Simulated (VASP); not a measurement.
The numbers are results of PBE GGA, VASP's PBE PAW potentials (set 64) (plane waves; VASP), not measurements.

Input for VASP

### INCAR
```
ISIF  =  2   ! forces and stress, cell fixed
ALGO  =  Normal   ! blocked Davidson
LMAXMIX  =  4   ! l cut-off of mixed one-centre charges
SIGMA  =  0.05
LCHARG  =  .False.
NELM  =  100
GGA  =  PE
ISMEAR  =  -1
ENCUT  =  300   ! plane-wave cut-off (eV)
PREC  =  Accurate
EDIFF  =  1E-6   ! SCF stop (eV)
LASPH  =  .True.
SYSTEM  =  NbP
LREAL  =  .False.   ! projection in real space or not
LWAVE  =  .False.
```

**POSCAR**
```
NbP
1
    5.6594610000     0.0000000000     0.0000000000
   -2.8297300000     4.9012370000     0.0000000000
    0.0000000000     0.0000000000     4.5666990000
Nb P
3 3
Direct
  0.5000000000   0.0000000000   0.0000000000
  0.5000000000   0.5000000000   0.0000000000
  0.0000000000   0.5000000000   0.0000000000
  0.0000000000   0.0000000000   0.0000000000
  0.3333330000   0.6666670000   0.5000000000
  0.6666670000   0.3333330000   0.5000000000
```

File KPOINTS_OPT:
```
k-points along high-symmetry lines
6
Line-mode
Reciprocal
  0.000000   0.000000   0.000000 ! GAMMA
  0.500000   0.000000   0.000000 ! M

  0.500000   0.000000   0.000000 ! M
  0.333333   0.333333   0.000000 ! K

  0.333333   0.333333   0.000000 ! K
  0.000000   0.000000   0.000000 ! GAMMA

  0.000000   0.000000   0.000000 ! GAMMA
  0.000000   0.000000   0.500000 ! A

  0.000000   0.000000   0.500000 ! A
  0.500000   0.000000   0.500000 ! L

  0.500000   0.000000   0.500000 ! L
  0.333333   0.333333   0.500000 ! H

  0.333333   0.333333   0.500000 ! H
  0.000000   0.000000   0.500000 ! A

  0.500000   0.000000   0.500000 ! L
  0.500000   0.000000   0.000000 ! M

  0.333333   0.333333   0.500000 ! H
  0.333333   0.333333   0.000000 ! K
```

**KPOINTS**
```
Automatic mesh
0
Gamma
5 5 5
0 0 0
```

POTCAR, in this order: Nb_sv P (PBE.64 set). Program: vasp_std.

At this cut-off the stress carries a Pulay error, which pulls relaxed volumes low.

### Question
Estimate the energy per atom (σ→0), pressure, band gap (over mesh and band path).

### Answer

```yaml
energy per atom (σ→0): -770.0 kJ/mol of atoms
band gap (over mesh and band path): none (metal, semimetal or under 0.01 eV)
pressure: -16.84 GPa
```

File OSZICAR:
```
...
DAV:  13    -0.479031033708E+02   -0.52126E-05   -0.13647E-05  1248   0.153E-02    0.516E-03
DAV:  14    -0.479031047797E+02   -0.14089E-05   -0.69165E-06  1080   0.117E-02    0.172E-03
DAV:  15    -0.479031053370E+02   -0.55732E-06   -0.56983E-07   840   0.296E-03
   1 F= -.47903105E+02 E0= -.47882648E+02  d E =-.409155E-01
       N       E                     dE             ncg
       N       E                     dE             ncg
       N       E                     dE             ncg
       N       E                     dE             ncg
```

The structure was generated: NbP was put into an ordered model structure, which need not be its known phase. The cell was not relaxed at this level.
